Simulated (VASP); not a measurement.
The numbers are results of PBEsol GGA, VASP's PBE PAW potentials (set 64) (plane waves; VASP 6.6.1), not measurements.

A VASP calculation is set up with these files.

**POSCAR**
```
CuZn(110) slab
1
    2.9095774158     0.0000000000     0.0000000000
    0.0000000000     4.1147638334     0.0000000000
    0.0000000000     0.0000000000    25.0813710198
Zn Cu
5 5
Direct
  0.5000000000   0.0000000000   0.3359430000
  0.5000000000   0.5000000000   0.4179720000
  0.5000000000   0.0000000000   0.5000000000
  0.5000000000   0.5000000000   0.5820280000
  0.5000000000   0.0000000000   0.6640570000
  0.0000000000   0.5000000000   0.3359430000
  0.0000000000   0.0000000000   0.4179720000
  0.0000000000   0.5000000000   0.5000000000
  0.0000000000   0.0000000000   0.5820280000
  0.0000000000   0.5000000000   0.6640570000
```

### INCAR
```
! general
SYSTEM  = CuZn(110) slab
PREC    = Normal
ENCUT   = 400
LREAL   = .FALSE.   ! projection in real space or not
LASPH   = .TRUE.

! electronic loop
EDIFF   = 1E-5
NELM    = 100   ! most electronic steps
NELMIN  = 4
ALGO    = Normal
LMAXMIX = 4

! smearing
ISMEAR  = 1
SIGMA   = 0.1   ! width (eV)

! functional
GGA     = PS   ! PBEsol

! ions
IBRION  = 2   ! conjugate gradients
NSW     = 50
ISIF    = 2   ! forces and stress, cell fixed
EDIFFG  = -0.03   ! ionic stop

! output
LWAVE   = .TRUE.
LCHARG  = .FALSE.

! other
LDIPOL  = .TRUE.
IDIPOL  = 3
DIPOL   = 0.5 0.5 0.5
```

### KPOINTS
```
kpoints
0
Gamma
9 7 1
0 0 0
```

POTCAR, in this order: Zn Cu (PBE.64 set). Program: vasp_std.

The resulting files:

### OSZICAR
```
...
DAV:  14    -0.283509475322E+02   -0.16577E-05   -0.17393E-03  3587   0.585E-01    0.559E-02
DAV:  15    -0.283509473201E+02    0.21211E-06   -0.37203E-04  3096   0.324E-01    0.438E-02
DAV:  16    -0.283509372026E+02    0.10117E-04   -0.39602E-05  2822   0.120E-01    0.206E-02
DAV:  17    -0.283509576875E+02   -0.20485E-04   -0.62849E-05  3008   0.934E-02    0.129E-02
DAV:  18    -0.283510029660E+02   -0.45279E-04   -0.31237E-05  2344   0.112E-01    0.739E-03
DAV:  19    -0.283510343072E+02   -0.31341E-04   -0.13772E-05  1872   0.655E-02    0.500E-03
DAV:  20    -0.283510607663E+02   -0.26459E-04   -0.64889E-06  1822   0.322E-02    0.386E-03
DAV:  21    -0.283510796989E+02   -0.18933E-04   -0.36147E-06  1749   0.234E-02    0.326E-03
DAV:  22    -0.283510849643E+02   -0.52654E-05   -0.15337E-06  1791   0.188E-02
   1 F= -.28351085E+02 E0= -.28349559E+02  d E =-.283511E+02
       N       E                     dE             d eps       ncg     rms          rms(c)
DAV:   1    -0.283604121158E+02   -0.93324E-02   -0.38452E+00  2892   0.782E+00    0.170E-01
DAV:   2    -0.283648318284E+02   -0.44197E-02   -0.48952E-02  3839   0.243E+00    0.242E-01
DAV:   3    -0.283642763945E+02    0.55543E-03   -0.41318E-03  3461   0.131E+00    0.115E-01
DAV:   4    -0.283642265582E+02    0.49836E-04   -0.52554E-04  3655   0.308E-01    0.858E-02
DAV:   5    -0.283641486623E+02    0.77896E-04   -0.28576E-04  3637   0.318E-01    0.406E-02
DAV:   6    -0.283641471906E+02    0.14716E-05   -0.10234E-04  3428   0.219E-01    0.108E-02
DAV:   7    -0.283641472858E+02   -0.95213E-07   -0.29092E-05  2186   0.107E-01
   2 F= -.28364147E+02 E0= -.28362581E+02  d E =-.130623E-01
       N       E                     dE             d eps       ncg     rms          rms(c)
DAV:   1    -0.283420404720E+02    0.22107E-01   -0.29848E+01  2902   0.220E+01    0.524E-01
DAV:   2    -0.283858232684E+02   -0.43783E-01   -0.47719E-01  3826   0.700E+00    0.688E-01
DAV:   3    -0.283816936092E+02    0.41297E-02   -0.30232E-02  3626   0.367E+00    0.332E-01
DAV:   4    -0.283814009588E+02    0.29265E-03   -0.35853E-03  3747   0.826E-01    0.267E-01
DAV:   5    -0.283807849714E+02    0.61599E-03   -0.14237E-03  3934   0.740E-01    0.177E-01
DAV:   6    -0.283804958379E+02    0.28913E-03   -0.12326E-03  4516   0.709E-01    0.534E-02
DAV:   7    -0.283804724179E+02    0.23420E-04   -0.44820E-04  3645   0.415E-01    0.228E-02
DAV:   8    -0.283804838717E+02   -0.11454E-04   -0.13678E-04  3196   0.121E-01    0.242E-02
DAV:   9    -0.283804776420E+02    0.62297E-05   -0.22170E-05  2066   0.659E-02
   3 F= -.28380478E+02 E0= -.28378954E+02  d E =-.293927E-01
       N       E                     dE             d eps       ncg     rms          rms(c)
DAV:   1    -0.283804380573E+02    0.45814E-04   -0.99792E-02  2925   0.125E+00    0.286E-02
DAV:   2    -0.283805432630E+02   -0.10521E-03   -0.11864E-03  3806   0.416E-01    0.387E-02
DAV:   3    -0.283805265883E+02    0.16675E-04   -0.11937E-04  3027   0.250E-01    0.170E-02
DAV:   4    -0.283805260218E+02    0.56652E-06   -0.17114E-05  1897   0.583E-02
   4 F= -.28380526E+02 E0= -.28379007E+02  d E =-.294411E-01
       N       E                     dE             d eps       ncg     rms          rms(c)
DAV:   1    -0.283822203079E+02   -0.16937E-02   -0.13480E+00  2881   0.487E+00    0.636E-02
DAV:   2    -0.283834096869E+02   -0.11894E-02   -0.12672E-02  3926   0.976E-01    0.832E-02
DAV:   3    -0.283833505920E+02    0.59095E-04   -0.36929E-04  3131   0.277E-01    0.474E-02
DAV:   4    -0.283833183523E+02    0.32240E-04   -0.48214E-05  3077   0.109E-01    0.306E-02
DAV:   5    -0.283833102917E+02    0.80606E-05   -0.72099E-05  3397   0.206E-01
   5 F= -.28383310E+02 E0= -.28381832E+02  d E =-.278427E-02
       N       E                     dE             d eps       ncg     rms          rms(c)
DAV:   1    -0.283762997199E+02    0.70186E-02   -0.12134E+01  2891   0.147E+01    0.256E-01
DAV:   2    -0.283901715899E+02   -0.13872E-01   -0.15034E-01  3746   0.370E+00    0.382E-01
DAV:   3    -0.283891007021E+02    0.10709E-02   -0.90094E-03  3149   0.153E+00    0.173E-01
DAV:   4    -0.283888670740E+02    0.23363E-03   -0.13518E-03  3900   0.509E-01    0.127E-01
DAV:   5    -0.283886817979E+02    0.18528E-03   -0.51999E-04  3547   0.604E-01    0.823E-02
DAV:   6    -0.283886167050E+02    0.65093E-04   -0.47706E-04  4592   0.536E-01    0.403E-02
DAV:   7    -0.283886017867E+02    0.14918E-04   -0.14061E-04  3974   0.292E-01    0.170E-02
DAV:   8    -0.283886049017E+02   -0.31150E-05   -0.55351E-05  2505   0.103E-01
   6 F= -.28388605E+02 E0= -.28387277E+02  d E =-.807888E-02
       N       E                     dE             d eps       ncg     rms          rms(c)
DAV:   1    -0.283232925976E+02    0.65309E-01   -0.48781E+01  2878   0.299E+01    0.691E-01
DAV:   2    -0.283951052335E+02   -0.71813E-01   -0.78700E-01  3576   0.879E+00    0.903E-01
DAV:   3    -0.283899369787E+02    0.51683E-02   -0.55239E-02  3368   0.413E+00    0.390E-01
DAV:   4    -0.283892688624E+02    0.66812E-03   -0.70040E-03  3769   0.106E+00    0.301E-01
DAV:   5    -0.283882687205E+02    0.10001E-02   -0.22945E-03  3460   0.110E+00    0.195E-01
DAV:   6    -0.283877952128E+02    0.47351E-03   -0.20696E-03  4408   0.909E-01    0.670E-02
DAV:   7    -0.283877907115E+02    0.45013E-05   -0.54642E-04  3675   0.505E-01    0.334E-02
DAV:   8    -0.283877941891E+02   -0.34776E-05   -0.13347E-04  3406   0.213E-01    0.230E-02
DAV:   9    -0.283877947291E+02   -0.53996E-06   -0.14871E-05  1802   0.877E-02
   7 F= -.28387795E+02 E0= -.28386783E+02  d E =-.726871E-02
       N       E                     dE             d eps       ncg     rms          rms(c)
DAV:   1    -0.283733083784E+02    0.14486E-01   -0.17163E+01  2886   0.175E+01    0.297E-01
DAV:   2    -0.283918854478E+02   -0.18577E-01   -0.19659E-01  3671   0.423E+00    0.360E-01
DAV:   3    -0.283906358332E+02    0.12496E-02   -0.10786E-02  3481   0.214E+00    0.171E-01
DAV:   4    -0.283903509845E+02    0.28485E-03   -0.13452E-03  3892   0.470E-01    0.123E-01
DAV:   5    -0.283900993644E+02    0.25162E-03   -0.78874E-04  4097   0.600E-01    0.798E-02
DAV:   6    -0.283900145329E+02    0.84831E-04   -0.47881E-04  4605   0.479E-01    0.244E-02
DAV:   7    -0.283900126367E+02    0.18962E-05   -0.95532E-05  3197   0.195E-01
   8 F= -.28390013E+02 E0= -.28388812E+02  d E =-.948661E-02
       N       E                     dE             d eps       ncg     rms          rms(c)
DAV:   1    -0.283874872768E+02    0.25273E-02   -0.43864E+00  2905   0.784E+00    0.207E-01
DAV:   2    -0.283939438704E+02   -0.64566E-02   -0.72984E-02  3958   0.245E+00    0.268E-01
DAV:   3    -0.283930465112E+02    0.89736E-03   -0.38218E-03  3346   0.121E+00    0.132E-01
DAV:   4    -0.283928864315E+02    0.16008E-03   -0.79778E-04  3928   0.396E-01    0.935E-02
DAV:   5    -0.283927573894E+02    0.12904E-03   -0.51150E-04  3799   0.580E-01    0.513E-02
DAV:   6    -0.283927215739E+02    0.35815E-04   -0.27732E-04  3879   0.418E-01    0.146E-02
DAV:   7    -0.283927224588E+02   -0.88491E-06   -0.58398E-05  2832   0.179E-01
   9 F= -.28392722E+02 E0= -.28391410E+02  d E =-.270982E-02
       N       E                     dE             d eps       ncg     rms          rms(c)
DAV:   1    -0.283917444756E+02    0.97710E-03   -0.13942E+00  2910   0.441E+00    0.109E-01
DAV:   2    -0.283934581272E+02   -0.17137E-02   -0.19372E-02  3912   0.132E+00    0.134E-01
DAV:   3    -0.283932462705E+02    0.21186E-03   -0.11362E-03  3301   0.682E-01    0.670E-02
DAV:   4    -0.283932070959E+02    0.39175E-04   -0.26001E-04  3453   0.250E-01    0.479E-02
DAV:   5    -0.283931761521E+02    0.30944E-04   -0.16069E-04  3175   0.328E-01    0.251E-02
DAV:   6    -0.283931689986E+02    0.71534E-05   -0.67912E-05  2989   0.195E-01
  10 F= -.28393169E+02 E0= -.28391814E+02  d E =-.315636E-02
```

**OUTCAR**
```
------------------------ aborting loop because EDIFF is reached ----------------------------------------
  FORCE on cell =-STRESS in cart. coord.  units (eV):
  Direction    XX          YY          ZZ          XY          YZ          ZX
  --------------------------------------------------------------------------------------
  Total       -3.7734661     -4.2651998     -0.5691898     -0.0000000      0.0000000      0.0000000
  in kB      -20.1337618    -22.7574635     -3.0369777     -0.0000000      0.0000000      0.0000000
  external PRESSURE =     -15.3094010 kB  Pullay stress =       0.0000000 kB
  volume of cell :      300.28
      direct lattice vectors                 reciprocal lattice vectors
     2.909577416  0.000000000  0.000000000     0.343692522  0.000000000  0.000000000
     0.000000000  4.114763833  0.000000000     0.000000000  0.243027313  0.000000000
     0.000000000  0.000000000 25.081371020     0.000000000  0.000000000  0.039870229
 POSITION                                       TOTAL-FORCE (eV/Angst)
 -----------------------------------------------------------------------------------
      1.45479      0.00000      8.31523         0.000000      0.000000     -0.008196
      1.45479      2.05738     10.51425         0.000000     -0.000000      0.005433
      1.45479      0.00000     12.54069         0.000000     -0.000000      0.000000
      1.45479      2.05738     14.56712         0.000000      0.000000     -0.005433
      1.45479      0.00000     16.76614         0.000000     -0.000000      0.008196
      0.00000      2.05738      8.50078         0.000000      0.000000     -0.003915
      0.00000      0.00000     10.45534         0.000000     -0.000000     -0.001327
      0.00000      2.05738     12.54069         0.000000     -0.000000      0.000000
      0.00000      0.00000     14.62603         0.000000      0.000000      0.001327
      0.00000      2.05738     16.58059         0.000000     -0.000000      0.003915
 -----------------------------------------------------------------------------------
    total drift:                                0.000000     -0.000000      0.000000
  FREE ENERGIE OF THE ION-ELECTRON SYSTEM (eV)
  ---------------------------------------------------
  free  energy   TOTEN  =       -28.3931689986 eV

  energy  without entropy=      -28.3891043239  energy(sigma->0) =      -28.39181411

 reached required accuracy - stopping structural energy minimisation
```
(Selected blocks of OUTCAR.)

CONTCAR:
```
CuZn(110) slab
   1.00000000000000
     2.9095774157999998    0.0000000000000000    0.0000000000000000
     0.0000000000000000    4.1147638333999996    0.0000000000000000
     0.0000000000000000    0.0000000000000000   25.0813710197999988
  Zn              Cu
     5     5
Direct
     0.5000000000000000    0.0000000000000000    0.3315301155240118
     0.5000000000000000    0.5000000000000000    0.4192057103022042
     0.5000000000000000    0.0000000000000000    0.5000000000000000
     0.5000000000000000    0.5000000000000000    0.5807942896977959
     0.5000000000000000    0.0000000000000000    0.6684698844759882
     0.0000000000000000    0.5000000000000000    0.3389279710816264
     0.0000000000000000    0.0000000000000000    0.4168567717862924
     0.0000000000000000    0.5000000000000000    0.5000000000000000
     0.0000000000000000    0.0000000000000000    0.5831432282137076
     0.0000000000000000    0.5000000000000000    0.6610720289183736
```

File OUTCAR:
```
 val. band max:       -0.4902845842   @ k =   0.4444   0.4286   0.0000

 cond. band min:      -0.4625763462   @ k =   0.2222   0.1429   0.0000


 Fermi energy:        -0.4692927572

 k-point     1 :       0.0000    0.0000    0.0000
  band No.  band energies     occupation
      1     -10.7765      2.00000
      2      -9.7852      2.00000
      3      -8.6893      2.00000
      4      -8.4425      2.00000
      5      -8.3667      2.00000
      6      -8.3262      2.00000
      7      -8.2814      2.00000
      8      -8.2420      2.00000
      9      -8.2092      2.00000
     10      -8.0472      2.00000
     11      -7.9084      2.00000
     12      -7.8826      2.00000
     13      -7.8564      2.00000
     14      -7.8279      2.00000
     15      -7.8081      2.00000
     16      -7.7517      2.00000
     17      -7.6945      2.00000
     18      -7.6832      2.00000
     19      -7.6522      2.00000
     20      -7.6135      2.00000
     21      -7.5299      2.00000
     22      -7.3915      2.00000
     23      -7.3910      2.00000
     24      -7.3782      2.00000
     25      -7.3243      2.00000
     26      -7.2872      2.00000
     27      -7.2830      2.00000
     28      -7.2822      2.00000
     29      -6.1273      2.00000
     30      -5.2610      2.00000
     31      -4.1938      2.00000
     32      -4.1511      2.00000
     33      -4.1029      2.00000
     34      -4.0578      2.00000
     35      -3.9424      2.00000
     36      -3.9008      2.00000
     37      -3.7635      2.00000
     38      -3.7305      2.00000
     39      -3.5650      2.00000
     40      -3.5211      2.00000
     41      -3.5139      2.00000
     42      -3.4613      2.00000
     43      -3.3849      2.00000
     44      -3.3586      2.00000
     45      -3.3403      2.00000
     46      -3.3143      2.00000
     47      -3.2831      2.00000
     48      -3.1319      2.00000
     49      -3.1273      2.00000
     50      -3.0042      2.00000
     51      -2.9917      2.00000
...
```

The cell is a thin slab with vacuum, built from CuZn (CsCl type): (110) face.
